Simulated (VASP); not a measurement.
Runs of VASP 6.6.1 on BN. Symmetry: P6_3/mmc, No. 194, hexagonal system. Conventional cell: a = 2.507 Å, b = 2.507 Å, c = 6.586 Å, α = 90.00°, β = 90.00°, γ = 120.00°. B (site symmetry -6m2) is surrounded by 3 N at 1.45 Å. N (site symmetry -6m2) is surrounded by 3 B at 1.45 Å. 

```csv
task,cell,gap on the mesh (eV),pressure (GPa)
relaxation of shape and atoms at fixed volume,relaxed at fixed volume from: a relaxed cell with its volume scaled by 1.09,(a),-1.7
relaxation of cell and atoms,relaxed,4.38,0.0
relaxation of shape and atoms at fixed volume,relaxed at fixed volume from: a relaxed cell with its volume scaled by 0.91,4.28,4.3
relaxation of shape and atoms at fixed volume,relaxed at fixed volume from: a relaxed cell with its volume scaled by 1.06,4.44,-1.3
relaxation of shape and atoms at fixed volume,relaxed at fixed volume,4.38,0.0
```

Alike in all rows: level PBE+D3(BJ); potentials or basis VASP PAW PBE potentials, release 64 (B, N); no spin polarisation; k mesh 9 × 9 × 4; cutoff (eV) 520; smearing gaussian 0.02 eV.

Q: Fill in the values left out.

A: (a) 4.47.

Caveats: an odd mesh through Γ misses points on the zone boundary, where band edges often lie; the relaxation stopped at its first step, so nothing moved (some runs).
